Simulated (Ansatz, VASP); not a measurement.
# Ge2Sb2Te5: VASP beside Ansatz, part 2 of 2

One calculation is typed for both programs; each brings its own data sets. How far apart do they land? The cell is taken from a series of runs on this material, whose earlier steps may have relaxed, scaled, displaced or heated it; both programs get it as it stands.

VASP 6.6.1 and Ansatz 0.2.0.

So far. Step 2 (VASP: single point, HSE06): The run ends at a pressure of -2.49 GPa, with forces up to 0.37 eV/Å.

## (3) Ansatz: single point, HSE06

Level of this step: Ansatz beside VASP: Kohn-Sham DFT, plane waves, HSE06 (Ansatz).

Ansatz runs on its PAW soft_1 files.

The same cell, functional and mesh now go to Ansatz, which takes its cutoff from its data sets.

Contents of input.yaml:

```yaml
crystal:
  lattice:
    - [4.3584753912, 0.0, 0.0]
    - [-2.1792376956, 3.7745504105, 0.0]
    - [0.0, 0.0, 17.101346]
  atoms:
    - { symbol: Ge, position: [0.3333333333, 0.6666666667, 0.9000987127] }
    - { symbol: Ge, position: [0.6666666667, 0.3333333333, 0.0999012873] }
    - { symbol: Sb, position: [0.0, 0.0, 0.6861758793] }
    - { symbol: Sb, position: [0.0, 0.0, 0.3138241207] }
    - { symbol: Te, position: [0.0, 0.0, 0.0] }
    - { symbol: Te, position: [0.6666666667, 0.3333333333, 0.8034531967] }
    - { symbol: Te, position: [0.3333333333, 0.6666666667, 0.1965468033] }
    - { symbol: Te, position: [0.3333333333, 0.6666666667, 0.5879612124] }
    - { symbol: Te, position: [0.6666666667, 0.3333333333, 0.4120387876] }
kpoints:
  mp_grid: { grid: [6, 6, 2] }
  band_path:
    path:
      - [0.0, 0.0, 0.0]
      - [0.5, 0.0, 0.0]
      - [0.33333333, 0.33333333, 0.0]
      - [0.0, 0.0, 0.5]
      - [0.5, 0.0, 0.5]
      - [0.33333333, 0.33333333, 0.5]
      - [0.066666666, 0.066666666, 0.0]
    npoints: 1
hamiltonian:
  xc: hse06
  pseudopotentials: { kind: paw, azcp: { folder: soft_1 } }
scf:
  occupations: { method: fixed }
  n_extra_bands: 7
output:
  eigenvalues: true
```

Run with:

```sh
$ ansatz run input.yaml --threads 2 --pin off --max-ram 92160MiB --backend cuda --events-out ev --progress --plain --runs-dir out --devices 1 --max-vram 13GiB
```

Numbers of over 12 decimals in the logs are rounded to 6 here.

What it wrote:

```text
scf.n_extra_bands = 7 over 69 filled bands (N_el = 138.0): the run solves 76 bands
GPUs: using 1 of 1 available (devices: 1).
Engine: ansatz 0.2.0, x86_64-unknown-linux-gnu
Pseudopotentials: kind: paw
Pseudopotential: Ge, paw, valence charge 14, recommended cutoff 420 eV (normal), soft_1/Ge.paw.azcp
Pseudopotential: Sb, paw, valence charge 15, recommended cutoff 420 eV (normal), soft_1/Sb.paw.azcp
Pseudopotential: Te, paw, valence charge 16, recommended cutoff 420 eV (normal), soft_1/Te.paw.azcp
Functional definition: HSE06
  parameter a = 0.25
  parameter omega = 0.11/bohr
  exchange = pbe_x - a*pbe_x_sr(omega) + a*exact_x_sr(omega)
  correlation = pbe_c
davidson cushion auto → on  (no smearing: the cushion is to keep the highest requested band from converging to the state above it; pin scf.eigensolver.cushion to override)
device memory: the entry about to start is reckoned to put 3.2 GiB on a device that reports 31.4 GiB free (of which the cap on the GPU budget leaves the run 13.0 GiB)
GPU FFT provider: cuFFT
GPU libraries: cuBLAS 13.8.2, cuFFT 12.4.0, cuSOLVER 12.3.4
Crystal: 9 atoms, lattice volume = 281.339 Å³
Basis set: ecut = 420 eV, 5547 PW (Γ)
Bands: 76, of which v1, the nominal top of the filled ones, is band 69 counted from 1 (68 counted from 0)
Symmetry: 12 space group operations
Space group: P-3m1 (ITA 164), of the structure as read, at distance tolerance 6.6e-5 Å
k-points: 14 of 72
Non-local potential: Ge, projectors of the file, l = 0: 2, l = 1: 2, l = 2: 3, l = 3: 1
Non-local potential: Sb, projectors of the file, l = 0: 2, l = 1: 2, l = 2: 2, l = 3: 1
Non-local potential: Te, projectors of the file, l = 0: 2, l = 1: 2, l = 2: 2, l = 3: 1
PAW form: soft (Blöchl's): semilocal exchange-correlation on the pseudo side does not see the compensation charge
PAW frozen core: Ge, regenerated for the run's functional, and the local potential with it (the file was generated under x = pbe(κ = 0.804, μ = 0.219515), c = pbe(β = 0.066725))
PAW frozen core: Sb, regenerated for the run's functional, and the local potential with it (the file was generated under x = pbe(κ = 0.804, μ = 0.219515), c = pbe(β = 0.066725))
PAW frozen core: Te, regenerated for the run's functional, and the local potential with it (the file was generated under x = pbe(κ = 0.804, μ = 0.219515), c = pbe(β = 0.066725))
PAW one-centre angular grid: Ge, 590 points (default); XC on 64 Gauss nodes
PAW one-centre angular grid: Sb, 590 points (default); XC on 64 Gauss nodes
PAW one-centre angular grid: Te, 590 points (default); XC on 64 Gauss nodes
Initial density: superposition of atomic densities (chi_scale 0.1, normalization cell, long waves kept (reshape's long-wave potential 0.30 eV rms))
Initial wavefunctions: pseudopotential atomic-orbital guess
GPU buffer pool allocated for 108000 grid points (all kernels)
GPU transforms: local potential and band sums: pruned to the plane-wave sphere, on 30×30×120
Functional: x = pbe(κ = 0.804, μ = 0.219515), c = pbe(β = 0.066725), warm-up for x = pbe(κ = 0.804, μ = 0.219515) + 0.25 (exact − pbe) at short range (hse, ω = 0.207870 Å⁻¹), c = pbe(β = 0.066725); HSE06 as pw.x's `hse` composes it (authors' and Libxc's form: `xc: wpbeh`)
SCF iter   1: F=—  HF=-56460.557360 eV  |F-HF|=—  |Δ(HF+E_count)|=         —  Δρ=1.49e-2  dr2=8.92e0  ethr=1.00e-1  ⟨swp⟩=4.1  Hψ=2779  notcnv=0
preconditioner: auto → none  [insulator: Δε(μ)=0.118 eV  Ē_g=7.085 eV  n_scr=66 (ndim 8)  ℏωp=15.3 eV  f_vac=0.014]
SCF iter   2: F=—  HF=-56500.326858 eV  |F-HF|=—  |Δ(HF+E_count)|=    3.98e1  Δρ=8.87e-2  dr2=1.03e3  ethr=6.47e-3  ⟨swp⟩=7.9  Hψ=3373  notcnv=0
SCF iter   3: F=—  HF=-56460.460005 eV  |F-HF|=—  |Δ(HF+E_count)|=    3.99e1  Δρ=8.09e-3  dr2=2.57e0  ethr=6.47e-3  ⟨swp⟩=6.3  Hψ=2893  notcnv=0  defer=2
SCF iter   4: F=—  HF=-56460.431383 eV  |F-HF|=—  |Δ(HF+E_count)|=   2.86e-2  Δρ=5.76e-3  dr2=6.23e-1  ethr=1.86e-3  ⟨swp⟩=3.0  Hψ=2393  notcnv=0
SCF iter   5: F=—  HF=-56460.355351 eV  |F-HF|=—  |Δ(HF+E_count)|=   7.60e-2  Δρ=2.17e-3  dr2=8.47e-2  ethr=4.52e-4  ⟨swp⟩=3.6  Hψ=2507  notcnv=0
iter 6 solved again at ethr=2.58e-6 eV; its pass at ethr=6.13e-5 eV (dr2=3.56e-3 eV) is discarded
SCF iter   6: F=—  HF=-56460.346033 eV  |F-HF|=—  |Δ(HF+E_count)|=   9.32e-3  Δρ=1.21e-3  dr2=3.62e-3  ethr=2.58e-6  ⟨swp⟩=3.7  Hψ=5050  notcnv=0
SCF iter   7: F=—  HF=-56460.346093 eV  |F-HF|=—  |Δ(HF+E_count)|=   5.98e-5  Δρ=6.45e-4  dr2=2.40e-3  ethr=2.58e-6  ⟨swp⟩=3.6  Hψ=2889  notcnv=0
SCF iter   8: F=—  HF=-56460.345938 eV  |F-HF|=—  |Δ(HF+E_count)|=   1.54e-4  Δρ=2.10e-4  dr2=1.64e-4  ethr=1.74e-6  ⟨swp⟩=3.0  Hψ=2433  notcnv=0
SCF iter   9: F=—  HF=-56460.345928 eV  |F-HF|=—  |Δ(HF+E_count)|=   1.05e-5  Δρ=1.02e-4  dr2=2.10e-5  ethr=1.19e-7  ⟨swp⟩=4.0  Hψ=3048  notcnv=0
[...]
device memory: the entry about to start is reckoned to put 4.1 GiB (of the 4.2 GiB reckoned in all, the device holds 0.1 GiB already) on a device that reports 31.8 GiB free (of which the cap on the GPU budget leaves the run 12.9 GiB)
GPU FFT provider: cuFFT
GPU libraries: cuBLAS 13.8.2, cuFFT 12.4.0, cuSOLVER 12.3.4
Initial density: handed on by an earlier stage of this run
Initial wavefunctions: those handed on with the density
GPU buffer pool allocated for 108000 grid points (all kernels)
GPU transforms: local potential and band sums: pruned to the plane-wave sphere, on 30×30×120
Functional: x = pbe(κ = 0.804, μ = 0.219515) + 0.25 (exact − pbe) at short range (hse, ω = 0.207870 Å⁻¹), c = pbe(β = 0.066725); HSE06 as pw.x's `hse` composes it (authors' and Libxc's form: `xc: wpbeh`)
Exchange kernel: α = 0.2500, screened, ω = 0.2079 Å⁻¹, Wigner–Seitz truncation, v(0) = 1046.8932 eV·Å³, q-mesh 6×6×2, nearest image of the exchange supercell L = 26.15 Å, pair-density grid 18×18×72, without the augmentation charges, whose exchange is taken in its separable form by FFT convolution over the k-point mesh (sized by the pseudopotential files, 27×27×120 at the most), smooth part of the exact exchange by density-matrix convolution in up to 12.16 GiB of GPU memory as planned if the GPU has room (build and FFT work areas not counted)
Frozen-core exchange: fock
[...]
preconditioner: auto → none  [insulator: Δε(μ)=0.700 eV  Ē_g=7.976 eV  n_scr=66 (ndim 8)  ℏωp=15.3 eV  f_vac=0.022]
[...]
SCF iter   3: F=—  HF=-56492.086694 eV  |F-HF|=—  |Δ(HF+E_count)|=   1.92e-3  Δρ=7.44e-4  dr2=1.09e-2  ethr=1.36e-8  ⟨swp⟩=7.0  Hψ=5252  notcnv=0
SCF iter   4: F=—  HF=-56492.116283 eV  |F-HF|=—  |Δ(HF+E_count)|=   2.96e-2  Δρ=9.82e-4  dr2=3.85e-3  ethr=1.36e-8  ⟨swp⟩=6.8  Hψ=5230  notcnv=0
SCF iter   5: F=—  HF=-56492.115066 eV  |F-HF|=—  |Δ(HF+E_count)|=   1.22e-3  Δρ=2.00e-4  dr2=2.93e-4  ethr=1.36e-8  ⟨swp⟩=5.0  Hψ=4410  notcnv=0
SCF iter   6: F=—  HF=-56492.116029 eV  |F-HF|=—  |Δ(HF+E_count)|=   9.63e-4  Δρ=2.03e-4  dr2=3.69e-4  ethr=1.36e-8  ⟨swp⟩=5.0  Hψ=4041  notcnv=0
SCF iter   7: F=-56492.115944 eV  HF=-56492.115951 eV  |F-HF|=6.18e-6  |Δ(HF+E_count)|=   7.82e-5  Δρ=3.79e-5  dr2=2.15e-5  ethr=1.36e-8  ⟨swp⟩=4.5  Hψ=3456  notcnv=0
SCF 2 stopped early in 7 iterations: F = -56492.115944 eV  dr2 = 2.15e-5
hybrid outer 1: dexx = +3.432e-2 eV, tail = 2.45e-4 eV
GPU FFT provider: cuFFT
GPU libraries: cuBLAS 13.8.2, cuFFT 12.4.0, cuSOLVER 12.3.4
GPU buffer pool allocated for 108000 grid points (all kernels)
GPU transforms: local potential and band sums: pruned to the plane-wave sphere, on 30×30×120
Exchange kernel: α = 0.2500, screened, ω = 0.2079 Å⁻¹, Wigner–Seitz truncation, v(0) = 1046.8932 eV·Å³, q-mesh 6×6×2, nearest image of the exchange supercell L = 26.15 Å, pair-density grid 18×18×72, without the augmentation charges, whose exchange is taken in its separable form by FFT convolution over the k-point mesh (sized by the pseudopotential files, 27×27×120 at the most), smooth part of the exact exchange by density-matrix convolution in up to 12.16 GiB of GPU memory as planned if the GPU has room (build and FFT work areas not counted)
Frozen-core exchange: fock
SCF iter   1: F=—  HF=-56492.114396 eV  |F-HF|=—  |Δ(HF+E_count)|=         —  Δρ=3.51e-5  dr2=1.05e-5  ethr=8.89e-7  ⟨swp⟩=3.1  Hψ=2413  notcnv=0
preconditioner: auto → none  [insulator: Δε(μ)=0.711 eV  Ē_g=7.963 eV  n_scr=66 (ndim 8)  ℏωp=15.3 eV  f_vac=0.021]
iter 2 solved again at ethr=6.86e-10 eV; its pass at ethr=7.02e-9 eV (dr2=9.47e-7 eV) is discarded
SCF iter   2: F=—  HF=-56492.114397 eV  |F-HF|=—  |Δ(HF+E_count)|=   1.31e-6  Δρ=1.72e-5  dr2=1.65e-6  ethr=6.86e-10  ⟨swp⟩=2.1  Hψ=5718  notcnv=0
SCF iter   3: F=—  HF=-56492.114401 eV  |F-HF|=—  |Δ(HF+E_count)|=   3.30e-6  Δρ=9.56e-6  dr2=6.50e-7  ethr=6.86e-10  ⟨swp⟩=4.8  Hψ=3144  notcnv=0  defer=1
SCF iter   4: F=-56492.114401 eV  HF=-56492.114401 eV  |F-HF|=1.88e-8  |Δ(HF+E_count)|=   1.11e-7  Δρ=2.92e-6  dr2=3.49e-8  ethr=4.00e-10  ⟨swp⟩=3.0  Hψ=2576  notcnv=0
SCF 3 converged in 4 iterations: F = -56492.114401 eV  dr2 = 3.49e-8
hybrid outer 2: dexx = +3.441e-6 eV, tail = 1.71e-7 eV, Δε = 2.94e-3 eV (about 1.13e-4 eV left of the loop's levels)
the search or the solves at the SCF's close seem to have found levels that the self-consistency loop had missed (the run counts 1). By its estimate they hold under 1e-12 electrons; where the run keeps them, the occupations were computed again with them
device memory: the entry about to start is reckoned to put 1.6 GiB on a device that reports 42.4 GiB free (of which the cap on the GPU budget leaves the run 13.0 GiB)
NSCF: frozen V_eff on 7 k-points
hybrid SCF converged: 2 outer / 11 inner (+10 warm-up), last move |dexx| = 3.44e-6 eV, tail = 1.71e-7 eV
Stability not checked: this state was not tested for a lower state beside it, because the functional holds exact exchange (a hybrid, or Hartree-Fock), whose exchange loop this test does not read (fock_operator; see scf.lower_state_search)
Free energy (F): -56492.114400 eV
Frozen-core exchange: fock
Harris-Foulkes:  -56492.114400 eV  (|F-HF|=1.88e-8)
Internal energy: -56492.114400 eV  (E = F + TS)
E sigma→0 (E₀):  -56492.114400 eV
Fermi energy:    8.353662 eV
--- Per-component energies (eV) ---
  E_band       = -2294.025652
  E_kinetic    = 1353.523527
  E_local      = -16687.518219  (includes V_loc(G=0)·N_el)
  E_nonlocal   = 1512.323611
  E_hartree    = 7944.802826
  E_xc         = -768.077275
  E_vxc        = -659.181099  (∫ρ·V_xc dr)
  E_exx        = -413.896639  (= α·E_x^exact, valence–valence)
  E_paw        = -36248.537909  (= ΣΔE_a)
  E_vpaw       = -2874.980699  (= ΣTr[D̂ρ^β])
  E_aug_tail   = 0.000747  (compensation charges beyond the density's cutoff)
  E_ewald      = -13183.151475
  E_core_change = -1.583594  (= ΣΔE_core)
  E_smearing   = -0.000000  (= −TS)
  E_closure    = -0.000000  (closes the sum)
  Σ components = -56492.114400   (vs F -56492.114400, Δ=0.00e0)
--- Band table (eV; the first three rows and the last of 14) ---
  k-point 0: bands = [... 65 lower, 6.9985, 7.3881, 7.7098, 8.3537, 9.0646, 9.0646, 9.0747, 9.6792, ... 3 higher]
  k-point 1: bands = [... 65 lower, 6.9319, 7.1677, 7.8099, 8.2859, 9.2189, 9.2189, 9.2391, 9.4448, ... 3 higher]
  k-point 2: bands = [... 65 lower, 7.2432, 7.2609, 7.8179, 8.2242, 9.3873, 9.4538, 10.0124, 10.0688, ... 3 higher]
  k-point 13: bands = [... 65 lower, 6.7555, 7.3012, 7.3012, 7.4204, 10.5137, 10.5137, 10.8023, 10.8023, ... 3 higher]
```

## (4) Comparison

Known differences besides the potentials themselves: exact exchange at q = 0 is treated differently, which shows on coarse meshes; VASP keeps PBE cores, Ansatz makes them for the functional; fixed occupations in Ansatz, narrow Gaussian smearing in VASP; the data sets hold 138 valence electrons in Ansatz (on its PAW soft_1 files) and 68 in VASP; the cutoff is 420 eV in Ansatz and 410 eV in VASP; VASP takes a coarser grid for exact exchange (PRECFOCK = Fast). Total energies have different zeros and are not compared.

Compared:

| quantity | Ansatz | VASP | difference |
| --- | --- | --- | --- |
| gap on the k mesh (eV) | 0.711 | 0.670 | +0.041 |

A gap on the mesh is an upper bound, since the band edges may lie between its points.

## (5) Outcome

```yaml
difference_in_gap_on_the_k_mesh_single_point_hse06: 0.041 eV
```

**Reading.** The difference in gap on the k mesh is 0.041 eV (single point, HSE06), within the 0.08 eV picked in this series as the mark of a large difference. The data sets hold unlike numbers of valence electrons (138 in Ansatz and 68 in VASP), so part of the differences comes from the potentials. How closely two codes agree says nothing of how well the functional describes the real material.

[Lines on the potential files, build, host, timing and source positions are cut from VASP's logs without a mark.]

[Logs are printed without paths, hosts, clocks, repeated set-up lines and the standing remarks that a program may print on its own settings, such as how far it seeks lower states.]

[Hosts, paths, dates, database ids (printed as entryN), source tags and the programs' standing remarks are cut or masked in the printed files.]
